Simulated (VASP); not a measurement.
MgZnO₂ (space group R-3m): the band gap from VASP (plane waves, PAW) at several levels of theory. Gaps are without spin-orbit coupling. Each level names its cell: its own relaxed one, PBE's, or the starting one. A gap is the smallest over the k-mesh and a band path; hybrids may have named points in place of the path, and GW has the mesh alone.  mBJ is a potential without an energy functional, so only the levels count.

| level | band gap (eV) |
|---|---|
| PBEsol (own cell) | 2.55 |
| mBJ (TB09) (PBE cell) | 4.41 |

The cell of the PBEsol (own cell) run:

```
MgZnO2
1.0
    1.50289     0.86770     4.87505
   -1.50289     0.86770     4.87505
    0.00000    -1.73539     4.87505
Mg Zn O
1 1 2
Direct
  0.00000   0.00000   0.00000
  0.50000   0.50000   0.50000
  0.25241   0.25241   0.25241
  0.74759   0.74759   0.74759
```

Only levels that ran to the end are used. Left out are those held back, those with too coarse a band path, GW runs whose mesh misses a band edge, hybrids' fits of cells that aren't cubic and levels without matching references; a question may draw on a part of the rest.

The structure comes from a computed database's MgZnO2 entry (R-3m); how it stands against other phases isn't given here.
